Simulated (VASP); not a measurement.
# MgB2: how numerical settings change the zone-centre modes, part 2 of 2

How far do the zone-centre frequencies of MgB2 depend on the numerical settings? The starting structure is a measured crystal structure from the Crystallography Open Database.

VASP 6.6.1.

Results so far: reference E2g 742.0 cm⁻¹; a 7×7×5 mesh E2g 627.2 cm⁻¹.

### Step 4. Modes with a cutoff of 320 eV

Level of this step: LDA; plane waves and PAW (Mg, B) (VASP).

Against step 2 the input has ENCUT = 320.

The input, INCAR:

```
SYSTEM = MgB2
PREC = Accurate
ENCUT = 320
EDIFF = 1E-08
NELM = 100
ISMEAR = 0
SIGMA = 0.05
LREAL = .FALSE.
ALGO = Normal
GGA = CA
NBANDS = 10
LORBIT = 11
LWAVE = .FALSE.
LCHARG = .FALSE.
KPAR = 4
IBRION = 8
ISIF = 2
```

The input, POSCAR:

```
MgB2
1.0
    3.0354427865      0.0000000000      0.0000000000
   -1.5177213933      2.6287705649      0.0000000000
    0.0000000000      0.0000000000      3.4395199472
Mg B
1 2
Direct
    0.0000000000      0.0000000000      0.0000000000
    0.6666666667      0.3333333333      0.5000000000
    0.3333333333      0.6666666667      0.5000000000
```

The input, KPOINTS:

```
Automatic mesh
0
Gamma
12 12 10
0 0 0
```

PAW data sets: Mg and B (LDA family, release 64).

Command:

```console
$ mpirun -np 4 vasp_std
```

Log:

```text
[... set-up lines as in an earlier step ...]
 entering main loop
       N       E                     dE             d eps       ncg     rms          rms(c)
DAV:   1    -0.557727545143E+01   -0.55773E+01   -0.30012E+03  2552   0.442E+02
DAV:   2    -0.189030131518E+02   -0.13326E+02   -0.12473E+02  2924   0.811E+01
DAV:   3    -0.192026273333E+02   -0.29961E+00   -0.29901E+00  2952   0.101E+01
DAV:   4    -0.192031657297E+02   -0.53840E-03   -0.53836E-03  2892   0.475E-01
[...]
DAV:  13    -0.172726432821E+02    0.24668E-07   -0.22200E-07  2844   0.356E-03    0.524E-04
DAV:  14    -0.172726432668E+02    0.15256E-07   -0.49396E-08  2556   0.113E-03    0.358E-05
DAV:  15    -0.172726432673E+02   -0.55059E-09   -0.10820E-09  1394   0.230E-04
   1 F= -.17272643E+02 E0= -.17272462E+02  d E =-.362054E-03
 Linear response reoptimize wavefunctions to high precision
DAV:   1    -0.172726432676E+02   -0.21384E-09   -0.18420E-10  1570   0.793E-05
DAV:   2    -0.172726432676E+02   -0.84128E-11   -0.11593E-11  1334   0.259E-05
 Linear response DOF=           4
 Linear response progress:
[...]
RMM:   9    -0.463315026471E-01    0.25385E-06    0.11307E-08 15946   0.602E-05    0.156E-06
RMM:  10    -0.463314880775E-01    0.14570E-07   -0.14061E-09 15700   0.319E-05    0.463E-07
RMM:  11    -0.463315127082E-01   -0.24631E-07   -0.22025E-09 11015   0.291E-05    0.625E-08
 first order change of Fermi-energy  -0.34753E-04
 force on displaced ion       2 direction 1 : -12.165  -0.003   0.000
 Linear response progress:
  Degree of freedom:   4/  4
       N       E                     dE             d eps       ncg     rms          rms(c)
RMM:   1    -0.421321011911E-01   -0.42132E-01    0.42425E-02  6753   0.109E+00
RMM:   2    -0.425420056032E-01   -0.40990E-03   -0.35073E-04  5075   0.119E-01    0.133E-01
RMM:   3    -0.423039914472E-01    0.23801E-03   -0.41792E-04  4846   0.115E-01    0.590E-02
RMM:   4    -0.426354146532E-01   -0.33142E-03   -0.20304E-04  5003   0.766E-02    0.126E-02
[...]
RMM:   8    -0.426426221479E-01   -0.16847E-06   -0.49644E-09  5733   0.679E-05    0.144E-05
RMM:   9    -0.426426462555E-01   -0.24108E-07   -0.61343E-09  5680   0.382E-05    0.713E-07
RMM:  10    -0.426426502404E-01   -0.39849E-08   -0.68008E-10  4481   0.303E-05    0.332E-07
 first order change of Fermi-energy   0.31826E-04
 force on displaced ion       2 direction 3 :  -0.000   0.000 -11.874
 Linear response finished
```

Run time: 63 s. Hardware: 4 MPI ranks of AMD EPYC 7R43, shared host; peak memory 0.97 GiB.

Parts of OUTCAR (step 4):

```text
  Total       -0.1856097     -0.1856097     -0.1537042      0.0000000     -0.0000000      0.0000000
  in kB      -10.8352408    -10.8352408     -8.9727114      0.0000000     -0.0000000      0.0000000
  external PRESSURE =     -10.2143977 kB  Pullay stress =       0.0000000 kB

 POSITION                                       TOTAL-FORCE (eV/Angst)
 -----------------------------------------------------------------------------------
      0.00000      0.00000      0.00000         0.000000      0.000000      0.000000
      1.51772      0.87626      1.71976        -0.000000      0.000000      0.000000
     -0.00000      1.75251      1.71976         0.000000      0.000000      0.000000
 -----------------------------------------------------------------------------------
    total drift:                                0.000000     -0.000000      0.000000

[... 1 part as in an earlier step ...]

[... 1 further part left out ...]
```

With a cutoff of 320 eV the modes are E2g 738.6, B1g 709.2, A2u 422.1, E1u 354.4 cm⁻¹; the largest shift is -3.4 cm⁻¹, in E2g, from the reference.

### Step 5. Modes with a 16×16×12 mesh

Against step 2 the input has a 16×16×12 mesh.

Edit INCAR of step 4 so:

```diff
@@ -2,3 +2,3 @@
 PREC = Accurate
-ENCUT = 320
+ENCUT = 450
 EDIFF = 1E-08
```

POSCAR is that of step 4.

The input, KPOINTS:

```
Automatic mesh
0
Gamma
16 16 12
0 0 0
```

Command:

```console
$ mpirun -np 4 vasp_std
```

Log:

```text
[... set-up lines as in an earlier step ...]
 entering main loop
       N       E                     dE             d eps       ncg     rms          rms(c)
DAV:   1    -0.494857327995E+00   -0.49486E+00   -0.36274E+03  4568   0.596E+02
DAV:   2    -0.188045338707E+02   -0.18310E+02   -0.17341E+02  5534   0.103E+02
DAV:   3    -0.192192386512E+02   -0.41470E+00   -0.41365E+00  5558   0.131E+01
DAV:   4    -0.192200509927E+02   -0.81234E-03   -0.81224E-03  5410   0.588E-01
[...]
DAV:  12    -0.172879199971E+02    0.33158E-05   -0.16674E-05  4714   0.198E-02    0.178E-03
DAV:  13    -0.172879198583E+02    0.13888E-06   -0.41697E-07  4940   0.421E-03    0.518E-04
DAV:  14    -0.172879198485E+02    0.97198E-08   -0.51176E-08  5026   0.129E-03
   1 F= -.17287920E+02 E0= -.17287525E+02  d E =-.789879E-03
 Linear response reoptimize wavefunctions to high precision
DAV:   1    -0.172879198486E+02   -0.90722E-10   -0.12148E-09  4182   0.240E-04
DAV:   2    -0.172879198486E+02   -0.36380E-11   -0.23184E-11  2598   0.345E-05
 Linear response DOF=           4
 Linear response progress:
[...]
RMM:  10    -0.462914914167E-01   -0.12595E-07   -0.21753E-08 32501   0.581E-05    0.763E-07
RMM:  11    -0.462915034175E-01   -0.12001E-07   -0.13004E-08 25100   0.551E-05    0.230E-07
RMM:  12    -0.462914868312E-01    0.16586E-07   -0.15751E-08 19000   0.548E-05    0.295E-08
 first order change of Fermi-energy  -0.25795E-04
 force on displaced ion       2 direction 1 : -10.001  -0.006   0.000
 Linear response progress:
  Degree of freedom:   4/  4
       N       E                     dE             d eps       ncg     rms          rms(c)
RMM:   1    -0.420916267005E-01   -0.42092E-01    0.42333E-02 13226   0.111E+00
RMM:   2    -0.425023704379E-01   -0.41074E-03   -0.34768E-04  9840   0.126E-01    0.134E-01
RMM:   3    -0.422627647076E-01    0.23961E-03   -0.42341E-04  9437   0.118E-01    0.599E-02
RMM:   4    -0.425979218615E-01   -0.33516E-03   -0.20965E-04  9829   0.780E-02    0.131E-02
[...]
RMM:   9    -0.426019640397E-01   -0.20311E-07   -0.28218E-08 11270   0.685E-05    0.728E-07
RMM:  10    -0.426019420904E-01    0.21949E-07   -0.27074E-08  9094   0.590E-05    0.376E-07
RMM:  11    -0.426019459745E-01   -0.38841E-08   -0.24635E-08  7314   0.587E-05    0.949E-08
 first order change of Fermi-energy   0.56981E-04
 force on displaced ion       2 direction 3 :   0.000   0.000 -11.923
 Linear response finished
```

It took 2.3 min on 4 MPI ranks; peak memory 2.2 GiB; 8.9 min of CPU time.

OUTCAR, selected parts (step 5):

```text
  Total       -0.0325900     -0.0325900      0.0752635      0.0000000     -0.0000000     -0.0000000
  in kB       -1.9024916     -1.9024916      4.3936201      0.0000000     -0.0000000     -0.0000000
  external PRESSURE =       0.1962123 kB  Pullay stress =       0.0000000 kB

 POSITION                                       TOTAL-FORCE (eV/Angst)
 -----------------------------------------------------------------------------------
      0.00000      0.00000      0.00000         0.000000      0.000000      0.000000
      1.51772      0.87626      1.71976         0.000000     -0.000000      0.000000
     -0.00000      1.75251      1.71976        -0.000000      0.000000     -0.000000
 -----------------------------------------------------------------------------------
    total drift:                                0.000000     -0.000000      0.000000

[... 1 part as in an earlier step ...]

[... 1 further part left out ...]
```

With a 16×16×12 mesh the modes are B1g 710.7, E2g 661.2, A2u 423.1, E1u 353.4 cm⁻¹; the largest shift is -80.8 cm⁻¹, in E2g, from the reference.

### Step 6. Modes with a smearing width of 0.02 eV

Against step 2 the input has SIGMA = 0.02.

Edit INCAR of step 5 so:

```diff
@@ -6,3 +6,3 @@
 ISMEAR = 0
-SIGMA = 0.05
+SIGMA = 0.02
 LREAL = .FALSE.
```

POSCAR is that of step 5.

The input, KPOINTS:

```
Automatic mesh
0
Gamma
12 12 10
0 0 0
```

Command:

```console
$ mpirun -np 4 vasp_std
```

Log:

```text
[... set-up lines as in an earlier step ...]
 entering main loop
       N       E                     dE             d eps       ncg     rms          rms(c)
DAV:   1    -0.778458671694E+00   -0.77846E+00   -0.35807E+03  2544   0.597E+02
DAV:   2    -0.188137853457E+02   -0.18035E+02   -0.17010E+02  3028   0.103E+02
DAV:   3    -0.192205565638E+02   -0.40677E+00   -0.40579E+00  2982   0.129E+01
DAV:   4    -0.192213711053E+02   -0.81454E-03   -0.81448E-03  2928   0.595E-01
[...]
DAV:  13    -0.172861022614E+02    0.58933E-07   -0.19984E-07  2732   0.336E-03    0.763E-04
DAV:  14    -0.172861022289E+02    0.32478E-07   -0.13537E-07  2572   0.184E-03    0.643E-05
DAV:  15    -0.172861022288E+02    0.79126E-10   -0.32231E-09  1416   0.409E-04
   1 F= -.17286102E+02 E0= -.17286049E+02  d E =-.106850E-03
 Linear response reoptimize wavefunctions to high precision
DAV:   1    -0.172861022288E+02   -0.18531E-10   -0.13028E-10  1630   0.918E-05
 Linear response DOF=           4
 Linear response progress:
  Degree of freedom:   1/  4
[...]
RMM:  10    -0.462874508875E-01    0.56256E-08   -0.10563E-08 15734   0.333E-05    0.480E-07
 first order change of Fermi-energy  -0.55096E-04
 force on displaced ion       2 direction 1 : -10.657  -0.003   0.000
 Linear response progress:
  Degree of freedom:   4/  4
       N       E                     dE             d eps       ncg     rms          rms(c)
RMM:   1    -0.420728092065E-01   -0.42073E-01    0.42321E-02  6733   0.111E+00
RMM:   2    -0.424656343947E-01   -0.39283E-03   -0.34467E-04  5072   0.126E-01    0.133E-01
RMM:   3    -0.422293124501E-01    0.23632E-03   -0.41950E-04  4875   0.117E-01    0.598E-02
RMM:   4    -0.425631548581E-01   -0.33384E-03   -0.20763E-04  5040   0.777E-02    0.131E-02
RMM:   5    -0.425703963983E-01   -0.72415E-05   -0.31935E-06  5337   0.115E-02    0.174E-03
RMM:   6    -0.425723907105E-01   -0.19943E-05   -0.69463E-08  5459   0.154E-03    0.819E-04
RMM:   7    -0.425666674100E-01    0.57233E-05   -0.95478E-09  5257   0.543E-04    0.316E-05
RMM:   8    -0.425669042710E-01   -0.23686E-06   -0.46968E-09  5742   0.687E-05    0.152E-05
RMM:   9    -0.425669005736E-01    0.36973E-08   -0.60139E-09  5734   0.356E-05    0.732E-07
 first order change of Fermi-energy  -0.62922E-04
 force on displaced ion       2 direction 3 :  -0.000  -0.000 -11.874
 Linear response finished
```

Run time: 96 s. Hardware: 4 MPI ranks; peak memory 1.4 GiB; 6.2 min of CPU time.

From OUTCAR (step 6):

```text
  Total       -0.0063699     -0.0063699      0.0069360      0.0000000     -0.0000000     -0.0000000
  in kB       -0.3718520     -0.3718520      0.4048990      0.0000000     -0.0000000     -0.0000000
  external PRESSURE =      -0.1129350 kB  Pullay stress =       0.0000000 kB

 POSITION                                       TOTAL-FORCE (eV/Angst)
 -----------------------------------------------------------------------------------
      0.00000      0.00000      0.00000        -0.000000      0.000000      0.000000
      1.51772      0.87626      1.71976        -0.000000      0.000000      0.000000
     -0.00000      1.75251      1.71976         0.000000     -0.000000     -0.000000
 -----------------------------------------------------------------------------------
    total drift:                                0.000000     -0.000000      0.000000

[... 2 parts as in an earlier step ...]
```

With a smearing width of 0.02 eV the modes are B1g 708.7, E2g 685.1, A2u 423.7, E1u 355.2 cm⁻¹; the largest shift is -56.9 cm⁻¹, in E2g, from the reference.

### Step 7. Modes with finite displacements

Against step 2 the input has IBRION = 6, NFREE = 2 and POTIM = 0.015 (also changed: NSW).

Edit INCAR of step 6 so:

```diff
@@ -6,3 +6,3 @@
 ISMEAR = 0
-SIGMA = 0.02
+SIGMA = 0.05
 LREAL = .FALSE.
@@ -15,3 +15,6 @@
 KPAR = 4
-IBRION = 8
+IBRION = 6
+NFREE = 2
+POTIM = 0.015
+NSW = 1
 ISIF = 2
```

POSCAR is that of step 6.

KPOINTS is that of step 6.

Command:

```console
$ mpirun -np 4 vasp_std
```

Log:

```text
[... set-up lines as in an earlier step ...]
 entering main loop
       N       E                     dE             d eps       ncg     rms          rms(c)
[... 15 cycles as in an earlier step ...]
   1 F= -.17286296E+02 E0= -.17286115E+02  d E =-.363435E-03
[... from here on, the cycles between the ionic steps are left out ...]
   2 F= -.17285699E+02 E0= -.17285517E+02  d E =-.363654E-03
   3 F= -.17285699E+02 E0= -.17285517E+02  d E =-.363653E-03
   4 F= -.17285448E+02 E0= -.17285266E+02  d E =-.364859E-03
   5 F= -.17285448E+02 E0= -.17285266E+02  d E =-.364857E-03
   6 F= -.17284923E+02 E0= -.17284703E+02  d E =-.439214E-03
   7 F= -.17284923E+02 E0= -.17284703E+02  d E =-.439205E-03
   8 F= -.17284959E+02 E0= -.17284778E+02  d E =-.361856E-03
   9 F= -.17284959E+02 E0= -.17284778E+02  d E =-.361856E-03
 Finite differences progress:
  Degree of freedom:   4/  4
  Displacement:        2/  2
  Total:               8/  8
```

Wall time 51 s (4 MPI ranks); peak memory 1.1 GiB; 3.2 min of CPU time.

Parts of OUTCAR (step 7):

```text
  Total        0.0014814      0.0014814      0.0007114     -0.0000000      0.0000000      0.0000000
  in kB        0.0864768      0.0864768      0.0415309     -0.0000000      0.0000000      0.0000000
  external PRESSURE =       0.0714948 kB  Pullay stress =       0.0000000 kB

 POSITION                                       TOTAL-FORCE (eV/Angst)
 -----------------------------------------------------------------------------------
      0.00000      0.00000      0.00000         0.000000      0.000000     -0.056557
      1.51772      0.87626      1.70476         0.000000      0.000000      0.178308
     -0.00000      1.75251      1.71976        -0.000000      0.000000     -0.121751
 -----------------------------------------------------------------------------------
    total drift:                                0.000000      0.000000     -0.000005

  FREE ENERGIE OF THE ION-ELECTRON SYSTEM (eV)
  ---------------------------------------------------
  free  energy   TOTEN  =       -17.2849591034 eV

  energy  without entropy=      -17.2845972469  energy(sigma->0) =      -17.28477818

[... 2 parts as in an earlier step ...]

[... 1 further part left out ...]
[key lines of the parts left out:]
E-fermi :   5.5377
```

The last energy, forces and stress in OUTCAR belong to the last displaced cell, not to that of POSCAR.

With finite displacements the modes are E2g 731.2, B1g 709.3, A2u 423.3, E1u 355.3 cm⁻¹; the largest shift is -10.8 cm⁻¹, in E2g, from the reference.

### Step 8. Comparison

| run | E2g | B1g | A2u | E1u | method | core minutes |
| --- | --- | --- | --- | --- | --- | --- |
| reference | 742.0 | 709.3 | 423.3 | 355.1 | perturbation theory | 5.0 |
| a 7×7×5 mesh | 627.2 | 705.3 | 426.6 | 353.0 | perturbation theory | 1.4 |
| a cutoff of 320 eV | 738.6 | 709.2 | 422.1 | 354.4 | perturbation theory | 4.2 |
| a 16×16×12 mesh | 661.2 | 710.7 | 423.1 | 353.4 | perturbation theory | 9.07 |
| a smearing width of 0.02 eV | 685.1 | 708.7 | 423.7 | 355.2 | perturbation theory | 6.4 |
| finite displacements | 731.2 | 709.3 | 423.3 | 355.3 | finite displacements | 3.4 |

Modes are in cm⁻¹, degenerate ones as one, matched between runs by symmetry and order. A number in brackets counts the listed modes of one symmetry from the lowest. The symmetry labels come from an automatic analysis and can be wrong where levels nearly coincide. Core minutes are wall time times ranks of the run shown, on a shared host.

### Step 9. Results

```yaml
e2g_reference: 742.0 cm⁻¹
e1u_reference: 355.1 cm⁻¹
e2g_a_7x7x5_mesh: 627.2 cm⁻¹
e1u_a_7x7x5_mesh: 353.0 cm⁻¹
e2g_a_cutoff_of_320_ev: 738.6 cm⁻¹
e1u_a_cutoff_of_320_ev: 354.4 cm⁻¹
e2g_a_16x16x12_mesh: 661.2 cm⁻¹
e1u_a_16x16x12_mesh: 353.4 cm⁻¹
e2g_a_smearing_width_of_0p02_ev: 685.1 cm⁻¹
e1u_a_smearing_width_of_0p02_ev: 355.2 cm⁻¹
e2g_finite_displacements: 731.2 cm⁻¹
e1u_finite_displacements: 355.3 cm⁻¹
```

**Reading.** The largest change comes with a 7×7×5 mesh: -114.8 cm⁻¹ in E2g. On finer settings the modes change by up to -80.8 cm⁻¹ in E2g with a 16×16×12 mesh. So the reference isn't converged for E2g. These runs have no gap; if the crystal is a semiconductor, they miss the splitting of its polar modes and hang more on mesh and smearing. Other changes move the modes by more: -114.8 cm⁻¹ in E2g with a 7×7×5 mesh. Further runs on this material are not shown.

[Lines on the potential files, build, host, timing and source positions are cut from VASP's logs without a mark.]

[Logs are printed without paths, hosts, clocks, repeated set-up lines and the standing remarks that a program may print on its own settings, such as how far it seeks lower states.]

[Hosts, paths, dates, database ids (printed as entryN), source tags and the programs' standing remarks are cut or masked in the printed files.]
